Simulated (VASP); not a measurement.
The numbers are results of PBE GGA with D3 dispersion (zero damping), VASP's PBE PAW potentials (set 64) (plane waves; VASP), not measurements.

VASP ran on this input.

KPOINTS:
```
k-points along high-symmetry lines
10
Line-mode
Reciprocal
  0.000000   0.000000   0.000000 ! GAMMA
  0.000000   0.500000   0.000000 ! M

  0.000000   0.500000   0.000000 ! M
 -0.333333   0.666667   0.000000 ! K

 -0.333333   0.666667   0.000000 ! K
  0.000000   0.000000   0.000000 ! GAMMA

  0.000000   0.000000   0.000000 ! GAMMA
  0.000000   0.000000   0.500000 ! A

  0.000000   0.000000   0.500000 ! A
  0.000000   0.500000   0.500000 ! L

  0.000000   0.500000   0.500000 ! L
 -0.333333   0.666667   0.500000 ! H

 -0.333333   0.666667   0.500000 ! H
  0.000000   0.000000   0.500000 ! A

  0.000000   0.500000   0.500000 ! L
  0.000000   0.500000   0.000000 ! M

 -0.333333   0.666667   0.500000 ! H
 -0.333333   0.666667   0.000000 ! K
```

**POSCAR**
```
MoS2
3.1610850
  0.5000001169  -0.8660255188   0.0000000000
  0.5000001169   0.8660255188   0.0000000000
  0.0000000000   0.0000000000   3.8961228548
Mo S
2 4
Cartesian
  0.5000001169   0.2886757503   0.9740307137
  0.5000001169  -0.2886757503   2.9220921411
  0.5000001169   0.2886757503   3.4167406034
  0.5000001169  -0.2886757503   1.4686791760
  0.5000001169  -0.2886757503   0.4793822514
  0.5000001169   0.2886757503   2.4274436788
```

**INCAR**
```
# general
SYSTEM =MoS2
PREC   =Accurate
ENCUT  =520
LREAL  =.False.
LASPH  =.True.   # aspherical one-centre terms
ICHARG =11   # fixed density

# electronic loop
EDIFF  =1E-7
NELM   =100   # most electronic steps
ALGO   =Normal   # blocked Davidson
LMAXMIX=4   # l cut-off of mixed one-centre charges

# smearing
ISMEAR =0   # Gaussian
SIGMA  =0.05   # width (eV)

# functional
GGA    =PE   # PBE
IVDW   =11

# output
LWAVE  =.False.
LCHARG =.False.
LORBIT =11   # lm-projected
```

POTCAR, in this order: Mo_sv S (PBE.64 set). Program: vasp_std. Read from the step before: CHGCAR.

The resulting files:

OUTCAR:
```
 ion  position               nearest neighbor table
   1  0.333  0.667  0.250-   4 2.40   5 2.40   4 2.40   5 2.40   4 2.40   5 2.40
   2  0.667  0.333  0.750-   3 2.40   6 2.40   3 2.40   6 2.40   3 2.40   6 2.40
   3  0.333  0.667  0.877-   2 2.40   2 2.40   2 2.40
   4  0.667  0.333  0.377-   1 2.40   1 2.40   1 2.40
   5  0.667  0.333  0.123-   1 2.40   1 2.40   1 2.40
   6  0.333  0.667  0.623-   2 2.40   2 2.40   2 2.40
  LATTYP: Found a hexagonal cell.
 ALAT       =     3.1610854995
 C/A-ratio  =     3.8961222392
 Subroutine PRICEL returns:
 Original cell was already a primitive cell.
 Subroutine GETGRP returns: Found 24 space group operations
The static configuration has the point symmetry D_3d.
 The point group associated with its full space group is D_6h.
The dynamic configuration has the point symmetry D_3d.
 Subroutine INISYM returns: Found 24 space group operations
   k-points           NKPTS =     90   k-points in BZ     NKDIM =     90   number of bands    NBANDS=     31
   number of dos      NEDOS =    301   number of ions     NIONS =      6
   total plane-waves  NPLWV =  55296
   dimension x,y,z NGX =    24 NGY =   24 NGZ =   96
   dimension x,y,z NGXF=    48 NGYF=   48 NGZF=  192
   ions per type =               2   4
   PREC   = accura    normal or accurate (medium, high low for compatibility)
   ISTART =      0    job   : 0-new  1-cont  2-samecut
...
```

### OSZICAR
```
       N       E                     dE             d eps       ncg     rms          rms(c)
DAV:   1     0.450555715160E+03    0.45056E+03   -0.30160E+04  6316   0.159E+03
DAV:   2    -0.180916012868E+02   -0.46865E+03   -0.45796E+03  6955   0.401E+02
DAV:   3    -0.419442676086E+02   -0.23853E+02   -0.23526E+02  7310   0.769E+01
DAV:   4    -0.425004797159E+02   -0.55621E+00   -0.55452E+00  6875   0.115E+01
DAV:   5    -0.425183267693E+02   -0.17847E-01   -0.17841E-01  7535   0.182E+00
DAV:   6    -0.425187332677E+02   -0.40650E-03   -0.40633E-03  7012   0.259E-01
DAV:   7    -0.425187502543E+02   -0.16987E-04   -0.16985E-04  7607   0.392E-02
DAV:   8    -0.425187507190E+02   -0.46467E-06   -0.46456E-06  6800   0.594E-03
DAV:   9    -0.425187507367E+02   -0.17704E-07   -0.17620E-07  4851   0.101E-03
   1 F= -.44114410E+02 E0= -.44114410E+02  d E =-.795646E-11
```

**OUTCAR**
```
 val. band max:        7.5515669952   @ k =   0.0000   0.0000   0.0000

 cond. band min:       8.4483659588   @ k =  -0.1852   0.3704   0.0000



 k-point     1 :       0.0000    0.0000    0.0000
  band No.  band energies     occupation
      1     -53.9418      2.00000
      2     -53.9418      2.00000
      3     -28.0974      2.00000
      4     -28.0973      2.00000
      5     -27.8693      2.00000
      6     -27.8693      2.00000
      7     -27.8693      2.00000
      8     -27.8693      2.00000
      9      -7.4168      2.00000
     10      -7.1427      2.00000
     11      -6.2024      2.00000
     12      -5.7529      2.00000
     13       0.6597      2.00000
     14       1.6925      2.00000
     15       4.0567      2.00000
     16       4.2882      2.00000
     17       4.2882      2.00000
     18       4.3013      2.00000
     19       4.3013      2.00000
     20       5.3912      2.00000
     21       5.3913      2.00000
     22       5.4377      2.00000
     23       5.4378      2.00000
     24       6.3569      2.00000
     25       6.3966      2.00000
     26       7.5516      2.00000
     27       9.6846      0.00000
     28       9.6850      0.00000
     29       9.7127      0.00000
     30       9.7168      0.00000
     31       9.8531      0.00000

 k-point     2 :       0.0000    0.0556    0.0000
  band No.  band energies     occupation
      1     -53.9406      2.00000
      2     -53.9406      2.00000
      3     -28.0950      2.00000
      4     -28.0949      2.00000
      5     -27.8816      2.00000
      6     -27.8816      2.00000
      7     -27.8721      2.00000
      8     -27.8721      2.00000
      9      -7.3692      2.00000
     10      -7.0958      2.00000
     11      -6.1797      2.00000
     12      -5.7361      2.00000
     13       0.7148      2.00000
     14       1.7464      2.00000
     15       3.9569      2.00000
     16       4.1782      2.00000
     17       4.1949      2.00000
     18       4.3362      2.00000
...
```

The density is held fixed in this step, so its total energy and stress have no physical meaning.

The compound is MoS2 in the 2H layered structure. It was relaxed first.
